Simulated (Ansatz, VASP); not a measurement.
**RbCaBr3 in two plane-wave programs**

Wanted: the spread between two codes on one cell, functional and k mesh. The cell is taken from a series of runs on this material, whose earlier steps may have relaxed, scaled, displaced or heated it; both programs get it as it stands.

Calculated with Ansatz 0.2.0; plane waves, with VASP 6.6.1 beside it; zone-centre phonons at LDA.

## Step 1: Set-up

Symmetry: Pm-3m, No. 221, cubic system. The conventional cell has a = 5.503 Å, b = 5.503 Å, c = 5.503 Å, α = 90.00°, β = 90.00°, γ = 90.00°. Nearest to Rb lie 12 Br at 3.89 Å. Nearest to Ca lie 6 Br at 2.75 Å. Nearest to Br lie 2 Ca at 2.75 Å and 4 Rb at 3.89 Å. Farther neighbours and most contacts between anions are not listed.

## Step 2: VASP: zone-centre phonons, LDA

Second derivatives magnify differences that forces hide, and they need a tight electronic threshold.

Lines of VASP's logs that name or quote its potential files are left out, and so is its time.

The input, INCAR:

```
SYSTEM = RbCaBr3
PREC = Accurate
ENCUT = 500
EDIFF = 1E-08
NELM = 120
ISMEAR = 0
SIGMA = 0.01
LREAL = .FALSE.
ALGO = Normal
GGA = CA
NBANDS = 26
LORBIT = 11
LWAVE = .FALSE.
LCHARG = .FALSE.
ISIF = 2
IBRION = 8
LEPSILON = .TRUE.
LASPH = .TRUE.
GGA_COMPAT = .FALSE.
EFERMI = MIDGAP
KPAR = 2
```

The input, POSCAR:

```
RbCaBr3
1.0
    5.5027190500      0.0000000000      0.0000000000
    0.0000000000      5.5027190500      0.0000000000
    0.0000000000      0.0000000000      5.5027190500
Rb Ca Br
1 1 3
Direct
    0.5000000000      0.5000000000      0.5000000000
    0.0000000000      0.0000000000      0.0000000000
    0.5000000000      0.0000000000      0.0000000000
    0.0000000000      0.5000000000      0.0000000000
    0.0000000000      0.0000000000      0.5000000000
```

The input, KPOINTS:

```
Automatic mesh
0
Gamma
4 4 4
0 0 0
```

The projector-augmented-wave data sets are Rb_sv, Ca_sv and Br (LDA family, release 64).

Started as:

```
$ mpirun -np 2 vasp_std
```

The log of the run:

```text
[banner, memory and clock lines left out]
running    2 mpi-ranks, on    1 nodes
 distrk:  each k-point on    1 cores,    2 groups
 distr:  one band on    1 cores,    1 groups

 POSCAR found type information on POSCAR RbCaBr
 POSCAR found :  3 types and       5 ions
 LDA part: xc-table for (Slater(with rela. corr.)+CA(PZ))
 , standard interpolation
 POSCAR, INCAR and KPOINTS ok, starting setup
 FFT: planning ... GRIDC
 FFT: planning ... GRID_SOFT
 FFT: planning ... GRID
 WAVECAR not read
 entering main loop
       N       E                     dE             d eps       ncg     rms          rms(c)
DAV:   1     0.302760862167E+03    0.30276E+03   -0.17406E+04   520   0.130E+03
DAV:   2     0.366011916461E+01   -0.29910E+03   -0.29481E+03   654   0.289E+02
DAV:   3    -0.190306896323E+02   -0.22691E+02   -0.22639E+02   734   0.790E+01
DAV:   4    -0.197880512836E+02   -0.75736E+00   -0.75631E+00   904   0.129E+01
DAV:   5    -0.198040571059E+02   -0.16006E-01   -0.16003E-01   724   0.137E+00    0.458E+00
DAV:   6    -0.194722196525E+02    0.33184E+00   -0.45881E-01   722   0.271E+00    0.285E+00
DAV:   7    -0.193515741348E+02    0.12065E+00   -0.38584E-01   718   0.274E+00    0.779E-01
DAV:   8    -0.193451313838E+02    0.64428E-02   -0.32637E-02   760   0.865E-01    0.152E-01
DAV:   9    -0.193448172135E+02    0.31417E-03   -0.10618E-03   738   0.226E-01    0.743E-02
DAV:  10    -0.193447394109E+02    0.77803E-04   -0.24097E-04   846   0.764E-02    0.265E-02
DAV:  11    -0.193447309497E+02    0.84612E-05   -0.48502E-05   734   0.433E-02    0.817E-03
DAV:  12    -0.193447314060E+02   -0.45634E-06   -0.42910E-06   840   0.945E-03    0.301E-03
DAV:  13    -0.193447314035E+02    0.25298E-08   -0.50493E-07   666   0.477E-03    0.102E-03
DAV:  14    -0.193447314095E+02   -0.60177E-08   -0.44885E-08   668   0.164E-03
   1 F= -.19344731E+02 E0= -.19344731E+02  d E =0.000000E+00
 Linear response reoptimize wavefunctions to high precision
DAV:   1    -0.193447314098E+02   -0.23965E-09   -0.25762E-09   586   0.270E-04
DAV:   2    -0.193447314098E+02   -0.41382E-10   -0.35838E-10   402   0.976E-05
 Linear response G [H, r] |phi>, progress :
  Direction:   1
       N       E                     dE             d eps       ncg     rms
RMM:   1    -0.152251606827E+03   -0.15225E+03    0.94091E+02  1006   0.142E+02
RMM:   2    -0.141102835725E+03    0.11149E+02   -0.31396E+01   932   0.276E+01
RMM:   3    -0.142223272483E+03   -0.11204E+01   -0.66333E+00  1101   0.792E+00
RMM:   4    -0.142445589219E+03   -0.22232E+00   -0.13726E+00  1143   0.263E+00
RMM:   5    -0.142500517959E+03   -0.54929E-01   -0.32405E-01  1160   0.118E+00
RMM:   6    -0.142513384048E+03   -0.12866E-01   -0.13955E-01  1221   0.591E-01
RMM:   7    -0.142516468478E+03   -0.30844E-02   -0.38587E-02  1275   0.316E-01
RMM:   8    -0.142517509021E+03   -0.10405E-02   -0.10973E-02  1276   0.178E-01
RMM:   9    -0.142517838693E+03   -0.32967E-03    0.59660E-03  1283   0.108E-01
RMM:  10    -0.142517949493E+03   -0.11080E-03   -0.13250E-03  1265   0.720E-02
RMM:  11    -0.142518011618E+03   -0.62125E-04   -0.61768E-03  1273   0.526E-02
RMM:  12    -0.142518028536E+03   -0.16919E-04    0.18709E-03  1249   0.411E-02
RMM:  13    -0.142518039831E+03   -0.11295E-04   -0.36874E-04  1249   0.346E-02
RMM:  14    -0.142518041405E+03   -0.15733E-05    0.20425E-03  1236   0.307E-02
RMM:  15    -0.142518047846E+03   -0.64417E-05    0.19721E-03  1232   0.284E-02
RMM:  16    -0.142518044323E+03    0.35236E-05    0.29411E-03  1212   0.270E-02
RMM:  17    -0.142518046840E+03   -0.25169E-05    0.31424E-03  1194   0.261E-02
RMM:  18    -0.142518045513E+03    0.13263E-05    0.28516E-03  1178   0.256E-02
RMM:  19    -0.142518051807E+03   -0.62941E-05    0.25275E-03  1183   0.252E-02
 Linear response G [H, r] |phi>, progress :
  Direction:   2
       N       E                     dE             d eps       ncg     rms
RMM:   1    -0.163333267394E+03   -0.16333E+03    0.87272E+02  1022   0.145E+02
RMM:   2    -0.150681889689E+03    0.12651E+02   -0.38538E+01   926   0.305E+01
RMM:   3    -0.152498809003E+03   -0.18169E+01   -0.11256E+01  1131   0.946E+00
RMM:   4    -0.152867495820E+03   -0.36869E+00   -0.23473E+00  1176   0.345E+00
RMM:   5    -0.152954299781E+03   -0.86804E-01   -0.50620E-01  1190   0.153E+00
RMM:   6    -0.152975620587E+03   -0.21321E-01   -0.14068E-01  1225   0.744E-01
RMM:   7    -0.152980497240E+03   -0.48767E-02    0.32182E-02  1240   0.380E-01
RMM:   8    -0.152982056280E+03   -0.15590E-02    0.93679E-03  1257   0.224E-01
RMM:   9    -0.152982652228E+03   -0.59595E-03   -0.54010E-03  1238   0.132E-01
RMM:  10    -0.152982789977E+03   -0.13775E-03    0.74577E-03  1229   0.860E-02
RMM:  11    -0.152982905191E+03   -0.11521E-03   -0.42423E-03  1212   0.590E-02
RMM:  12    -0.152982913871E+03   -0.86796E-05    0.40633E-03  1216   0.446E-02
RMM:  13    -0.152982936552E+03   -0.22681E-04   -0.28958E-03  1204   0.360E-02
[...]
RMM:  15    -0.109041691781E+01    0.83821E-05   -0.96307E-06  2060   0.290E-03    0.160E-03
RMM:  16    -0.109041468755E+01    0.22303E-05   -0.54311E-06  2074   0.222E-03    0.148E-03
RMM:  17    -0.109041441229E+01    0.27525E-06   -0.55535E-06  1996   0.191E-03    0.127E-03
RMM:  18    -0.109041208234E+01    0.23300E-05   -0.57112E-06  2033   0.178E-03    0.929E-04
[...]
Born effective charge ion    1 direction 1 :   1.321   0.000   0.000
 Linear response progress:
  Degree of freedom:   2/  4
       N       E                     dE             d eps       ncg     rms          rms(c)
RMM:   1    -0.460553215578E+00   -0.46055E+00    0.10509E+00  1186   0.740E+00
RMM:   2    -0.415425083230E+00    0.45128E-01   -0.94210E-02  1544   0.137E+00    0.202E-01
RMM:   3    -0.416540302962E+00   -0.11152E-02   -0.20102E-02  1762   0.425E-01    0.154E-01
RMM:   4    -0.416939640736E+00   -0.39934E-03   -0.40555E-03  1794   0.184E-01    0.720E-02
RMM:   5    -0.416748851303E+00    0.19079E-03   -0.60645E-04  1883   0.679E-02    0.209E-02
RMM:   6    -0.416641835772E+00    0.10702E-03   -0.99558E-05  1893   0.310E-02    0.228E-03
RMM:   7    -0.416645685015E+00   -0.38492E-05   -0.49025E-05  2013   0.139E-02    0.138E-03
RMM:   8    -0.416632319644E+00    0.13365E-04   -0.36142E-05  2073   0.931E-03    0.114E-03
RMM:   9    -0.416639846560E+00   -0.75269E-05   -0.29795E-05  2062   0.703E-03    0.392E-04
RMM:  10    -0.416641109366E+00   -0.12628E-05   -0.25231E-05  2159   0.562E-03    0.546E-04
RMM:  11    -0.416639878621E+00    0.12307E-05   -0.21218E-05  2047   0.484E-03    0.504E-04
RMM:  12    -0.416641211154E+00   -0.13325E-05   -0.15009E-05  2138   0.417E-03    0.531E-04
RMM:  13    -0.416642024237E+00   -0.81308E-06   -0.11884E-05  1939   0.371E-03    0.492E-04
 first order change of Fermi-energy  -0.42478E-04
 force on displaced ion       2 direction 1 :  -5.583  -0.000   0.000
 Born effective charge ion    2 direction 1 :   2.447   0.000   0.000
 Linear response progress:
  Degree of freedom:   3/  4
       N       E                     dE             d eps       ncg     rms          rms(c)
RMM:   1    -0.155538283967E+00   -0.15554E+00    0.31418E-02  1859   0.135E+00
RMM:   2    -0.150556994008E+00    0.49813E-02   -0.77307E-03  1684   0.331E-01    0.820E-02
RMM:   3    -0.151031157781E+00   -0.47416E-03   -0.12082E-03  1629   0.103E-01    0.393E-02
RMM:   4    -0.151532745208E+00   -0.50159E-03   -0.44479E-04  1706   0.599E-02    0.116E-02
RMM:   5    -0.151513714311E+00    0.19031E-04   -0.96756E-05  1832   0.250E-02    0.805E-03
RMM:   6    -0.151535619589E+00   -0.21905E-04   -0.52655E-05  1979   0.103E-02    0.346E-03
RMM:   7    -0.151565425352E+00   -0.29806E-04   -0.48496E-05  1805   0.595E-03    0.293E-03
RMM:   8    -0.151561590675E+00    0.38347E-05   -0.23339E-05  2008   0.295E-03    0.137E-03
RMM:   9    -0.151563315458E+00   -0.17248E-05   -0.65852E-06  2011   0.162E-03    0.104E-03
RMM:  10    -0.151563919365E+00   -0.60391E-06   -0.15940E-05  2022   0.993E-04    0.539E-04
RMM:  11    -0.151565045801E+00   -0.11264E-05   -0.20489E-06  1908   0.741E-04    0.325E-04
RMM:  12    -0.151565093027E+00   -0.47226E-07   -0.34342E-06  2106   0.519E-04    0.946E-05
RMM:  13    -0.151565052135E+00    0.40892E-07   -0.15245E-06  2124   0.411E-04    0.508E-05
RMM:  14    -0.151565095313E+00   -0.43178E-07   -0.19980E-06  2108   0.350E-04    0.176E-05
RMM:  15    -0.151565095211E+00    0.10173E-09   -0.50995E-07  2088   0.319E-04    0.227E-05
RMM:  16    -0.151565052169E+00    0.43042E-07   -0.85413E-07  1959   0.303E-04    0.177E-05
RMM:  17    -0.151565018065E+00    0.34104E-07   -0.14240E-07  2027   0.292E-04    0.255E-05
RMM:  18    -0.151564956818E+00    0.61247E-07   -0.44138E-07  2000   0.289E-04    0.349E-05
RMM:  19    -0.151565102878E+00   -0.14606E-06   -0.24637E-08  2038   0.293E-04    0.134E-05
RMM:  20    -0.151565126761E+00   -0.23883E-07    0.44686E-08  1979   0.282E-04    0.138E-05
RMM:  21    -0.151565090631E+00    0.36130E-07   -0.21012E-07  1936   0.280E-04    0.167E-05
RMM:  22    -0.151565090370E+00    0.26104E-09   -0.32216E-07  1867   0.276E-04    0.170E-05
RMM:  23    -0.151565097481E+00   -0.71118E-08    0.36940E-07  1807   0.277E-04    0.160E-05
 first order change of Fermi-energy   0.31218E-03
 force on displaced ion       3 direction 1 :  -7.278   0.000   0.000
 Born effective charge ion    3 direction 1 :  -2.058   0.000   0.000
 Linear response progress:
  Degree of freedom:   4/  4
       N       E                     dE             d eps       ncg     rms          rms(c)
RMM:   1    -0.148727168235E+00   -0.14873E+00    0.72553E-02  2780   0.125E+00
RMM:   2    -0.148386838156E+00    0.34033E-03   -0.38355E-03  2471   0.202E-01    0.344E-02
RMM:   3    -0.148667585736E+00   -0.28075E-03   -0.47296E-04  2568   0.551E-02    0.190E-02
RMM:   4    -0.149012811449E+00   -0.34523E-03   -0.12708E-04  2533   0.303E-02    0.716E-03
RMM:   5    -0.149003705335E+00    0.91061E-05   -0.26210E-05  2862   0.108E-02    0.620E-03
RMM:   6    -0.149001557164E+00    0.21482E-05   -0.59598E-06  2827   0.505E-03    0.116E-03
RMM:   7    -0.149013667126E+00   -0.12110E-04    0.11976E-06  2856   0.241E-03    0.968E-04
RMM:   8    -0.149012912513E+00    0.75461E-06    0.26200E-05  3141   0.127E-03    0.313E-04
RMM:   9    -0.149013646452E+00   -0.73394E-06    0.16652E-05  3173   0.765E-04    0.140E-04
RMM:  10    -0.149013557363E+00    0.89089E-07    0.10581E-05  3209   0.530E-04    0.610E-05
RMM:  11    -0.149013665202E+00   -0.10784E-06    0.32729E-06  3393   0.411E-04    0.333E-05
RMM:  12    -0.149013637700E+00    0.27503E-07    0.30296E-06  3339   0.349E-04    0.185E-05
RMM:  13    -0.149013626486E+00    0.11214E-07    0.55171E-07  3352   0.312E-04    0.938E-06
RMM:  14    -0.149013663871E+00   -0.37385E-07    0.47597E-07  3242   0.291E-04    0.448E-06
RMM:  15    -0.149013679175E+00   -0.15305E-07    0.34988E-07  3064   0.277E-04    0.162E-06
RMM:  16    -0.149013686554E+00   -0.73787E-08   -0.17015E-07  3057   0.270E-04    0.207E-06
RMM:  17    -0.149013699991E+00   -0.13437E-07    0.20817E-07  3045   0.265E-04    0.224E-06
RMM:  18    -0.149013695573E+00    0.44177E-08   -0.58626E-07  2780   0.261E-04    0.150E-06
RMM:  19    -0.149013697843E+00   -0.22700E-08    0.17296E-07  2704   0.259E-04    0.336E-07
RMM:  20    -0.149013697952E+00   -0.10861E-09   -0.43039E-07  2636   0.258E-04    0.120E-06
RMM:  21    -0.149013697737E+00    0.21465E-09   -0.23919E-07  2606   0.258E-04    0.112E-06
RMM:  22    -0.149013696500E+00    0.12371E-08   -0.34430E-07  2575   0.257E-04    0.208E-06
RMM:  23    -0.149013694496E+00    0.20046E-08   -0.25897E-09  2587   0.256E-04    0.276E-06
 first order change of Fermi-energy   0.12480E-03
 force on displaced ion       3 direction 2 :   0.000  -0.285   0.000
 Born effective charge ion    3 direction 2 :   0.000  -0.868   0.000
 Born effective charges drift removed
 Linear response finished
```

[end of part 1 of 3]

[Lines on the potential files, build, host, timing and source positions are cut from VASP's logs without a mark.]

[Logs are printed without paths, hosts, clocks, repeated set-up lines and the standing remarks that a program may print on its own settings, such as how far it seeks lower states.]

[Hosts, paths, dates, database ids (printed as entryN), source tags and the programs' standing remarks are cut or masked in the printed files.]
